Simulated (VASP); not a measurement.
All values below come from r2SCAN meta-GGA, VASP's PBE PAW potentials (set 64) (plane waves; VASP 6.6.1).

The input files of a VASP run:

### INCAR
```
ALGO = Normal
EDIFF = 1E-7
ENCUT = 520
ISIF = 2
ISMEAR = 0
LASPH = .TRUE.
LCHARG = .FALSE.
LMAXMIX = 4
LMIXTAU = .TRUE.
LREAL = .FALSE.
LWAVE = .FALSE.
METAGGA = R2SCAN
NELM = 100
PREC = Accurate
SIGMA = 0.05
SYSTEM = ZnSe
```

File KPOINTS:
```
kpoints
0
Gamma
  8 8 8
```

**POSCAR**
```
ZnSe
1.0
  0.0000000000   2.7771266182   2.7771266182
  2.7771266182   0.0000000000   2.7771266182
  2.7771266182   2.7771266182   0.0000000000
Zn Se
1 1
direct
  0.0000000000   0.0000000000   0.0000000000
  0.2500000000   0.2500000000   0.2500000000
```

POTCAR, in this order: Zn Se (PBE.64 set). Program: vasp_std.

Output of the run:

File OUTCAR:
```
 ion  position               nearest neighbor table
   1  0.000  0.000  0.000-   2 2.41   2 2.41   2 2.41   2 2.41
   2  0.250  0.250  0.250-   1 2.41   1 2.41   1 2.41   1 2.41
  LATTYP: Found a face centered cubic cell.
 ALAT       =     5.5542532364
 Subroutine PRICEL returns:
 Original cell was already a primitive cell.
 Subroutine GETGRP returns: Found 24 space group operations
The static configuration has the point symmetry T_d .
The dynamic configuration has the point symmetry T_d .
 Subroutine INISYM returns: Found 24 space group operations
 Subroutine IBZKPT returns following result:
 Found     29 irreducible k-points:

 Following reciprocal coordinates:
            Coordinates               Weight
  0.000000  0.000000  0.000000      1.000000
  0.125000  0.000000  0.000000      8.000000
  0.250000  0.000000  0.000000      8.000000
  0.375000  0.000000  0.000000      8.000000
  0.500000  0.000000  0.000000      4.000000
  0.125000  0.125000  0.000000      6.000000
  0.250000  0.125000  0.000000     24.000000
  0.375000  0.125000  0.000000     24.000000
  0.500000  0.125000  0.000000     24.000000
 -0.375000  0.125000  0.000000     24.000000
 -0.250000  0.125000  0.000000     24.000000
 -0.125000  0.125000  0.000000     12.000000
  0.250000  0.250000  0.000000      6.000000
  0.375000  0.250000  0.000000     24.000000
  0.500000  0.250000  0.000000     24.000000
 -0.375000  0.250000  0.000000     24.000000
 -0.250000  0.250000  0.000000     12.000000
  0.375000  0.375000  0.000000      6.000000
  0.500000  0.375000  0.000000     24.000000
 -0.375000  0.375000  0.000000     12.000000
  0.500000  0.500000  0.000000      3.000000
  0.375000  0.250000  0.125000     24.000000
  0.500000  0.250000  0.125000     48.000000
 -0.375000  0.250000  0.125000     24.000000
  0.500000  0.375000  0.125000     24.000000
 -0.375000  0.375000  0.125000     48.000000
 -0.250000  0.375000  0.125000     24.000000
 -0.375000  0.500000  0.125000     12.000000
 -0.250000  0.500000  0.250000      6.000000
   k-points           NKPTS =     29   k-points in BZ     NKDIM =     29   number of bands    NBANDS=     13
   number of dos      NEDOS =    301   number of ions     NIONS =      2
   total plane-waves  NPLWV =  27000
   dimension x,y,z NGX =    30 NGY =   30 NGZ =   30
   dimension x,y,z NGXF=    60 NGYF=   60 NGZF=   60
   ions per type =               1   1
   PREC   = accura    normal or accurate (medium, high low for compatibility)
   ISTART =      0    job   : 0-new  1-cont  2-samecut
   ICHARG =      2    charge: 1-file 2-atom 10-const
   ISPIN  =      1    spin polarized calculation?
   LNONCOLLINEAR =      F non collinear calculations
   LSORBIT =      F    spin-orbit coupling
   INIWAV =      1    electr: 0-lowe 1-rand  2-diag
   ENCUT  =  520.0 eV  38.22 Ry    6.18 a.u.   7.30  7.30  7.30*2*pi/ulx,y,z
   NELM   =    100;   NELMIN=  2; NELMDL= -5     # of ELM steps
   EDIFF  = 0.1E-06   stopping-criterion for ELM
   LREAL  =      F    real-space projection
   NLSPLINE    = F    spline interpolate recip. space projectors
   LMAXMIX     =    4 max onsite mixed and CHGCAR
   VOSKOWN=      0    Vosko Wilk Nusair interpolation
   EDIFFG = 0.1E-05   stopping-criterion for IOM
   NSW    =      0    number of steps for IOM
   NBLOCK =      1;   KBLOCK =      1    inner block; outer block
   IBRION =     -1    ionic relax: 0-MD 1-quasi-New 2-CG
   NFREE  =      0    steps in history (QN), initial steepest desc. (CG)
   ISIF   =      2    stress and relaxation
   ISYM   =      2    0-nonsym 1-usesym 2-fastsym
   TEIN   =    0.0    initial temperature
   TEBEG  =    0.0;   TEEND  =   0.0 temperature during run
   SMASS  =  -3.00    Nose mass-parameter (am)
...
```

### OSZICAR
```
       N       E                     dE             d eps       ncg     rms          rms(c)
DAV:   1     0.668361171548E+02    0.66836E+02   -0.92542E+03   754   0.163E+03
DAV:   2    -0.217533832971E+02   -0.88590E+02   -0.84802E+02   774   0.281E+02
DAV:   3    -0.275673421029E+02   -0.58140E+01   -0.57864E+01   944   0.731E+01
DAV:   4    -0.276217919344E+02   -0.54450E-01   -0.54433E-01   789   0.755E+00
DAV:   5    -0.276220470137E+02   -0.25508E-03   -0.25508E-03   914   0.494E-01    0.589E+00
DAV:   6    -0.248325308909E+02    0.27895E+01   -0.18282E+00   884   0.435E+01    0.537E+00
DAV:   7    -0.247879258104E+02    0.44605E-01   -0.49293E-01   754   0.148E+01    0.242E+00
DAV:   8    -0.248411094511E+02   -0.53184E-01   -0.14522E-01   774   0.452E+00    0.667E-01
DAV:   9    -0.248118679644E+02    0.29241E-01   -0.15095E-01   754   0.389E+00    0.177E-01
DAV:  10    -0.248725879232E+02   -0.60720E-01   -0.57215E-02   754   0.238E+00    0.998E-02
DAV:  11    -0.248738557266E+02   -0.12678E-02   -0.14983E-03   879   0.505E-01    0.593E-02
DAV:  12    -0.248733781111E+02    0.47762E-03   -0.28161E-04   829   0.277E-01    0.248E-02
DAV:  13    -0.248738436484E+02   -0.46554E-03   -0.36877E-04   774   0.228E-01    0.112E-02
DAV:  14    -0.248738673999E+02   -0.23751E-04   -0.28889E-05   794   0.629E-02    0.460E-03
DAV:  15    -0.248738708722E+02   -0.34724E-05   -0.48778E-06   880   0.517E-02    0.262E-03
DAV:  16    -0.248738734969E+02   -0.26246E-05   -0.14059E-06   784   0.138E-02    0.266E-03
DAV:  17    -0.248738737444E+02   -0.24755E-06   -0.30563E-07   791   0.117E-02    0.922E-04
DAV:  18    -0.248738734789E+02    0.26554E-06   -0.11213E-07   547   0.838E-03    0.425E-04
DAV:  19    -0.248738735490E+02   -0.70126E-07   -0.28961E-08   422   0.216E-03
   1 F= -.24873874E+02 E0= -.24873874E+02  d E =-.165381E-15
```

File OUTCAR:
```
------------------------ aborting loop because EDIFF is reached ----------------------------------------
  FORCE on cell =-STRESS in cart. coord.  units (eV):
  Direction    XX          YY          ZZ          XY          YZ          ZX
  --------------------------------------------------------------------------------------
  Total        1.2214533      1.2214533      1.2214533      0.0000000      0.0000000      0.0000000
  in kB       45.6846627     45.6846627     45.6846627      0.0000000      0.0000000      0.0000000
  external PRESSURE =      45.6846627 kB  Pullay stress =       0.0000000 kB
  volume of cell :       42.84
      direct lattice vectors                 reciprocal lattice vectors
     0.000000000  2.777126618  2.777126618    -0.180042205  0.180042205  0.180042205
     2.777126618  0.000000000  2.777126618     0.180042205 -0.180042205  0.180042205
     2.777126618  2.777126618  0.000000000     0.180042205  0.180042205 -0.180042205
  FREE ENERGIE OF THE ION-ELECTRON SYSTEM (eV)
  ---------------------------------------------------
  free  energy   TOTEN  =       -24.8738735490 eV

  energy  without entropy=      -24.8738735490  energy(sigma->0) =      -24.87387355
```
(Selected blocks of OUTCAR.)

The compound is ZnSe in the zinc blende structure. This cell is one point of a volume scan, at 0.94 of the reference volume.
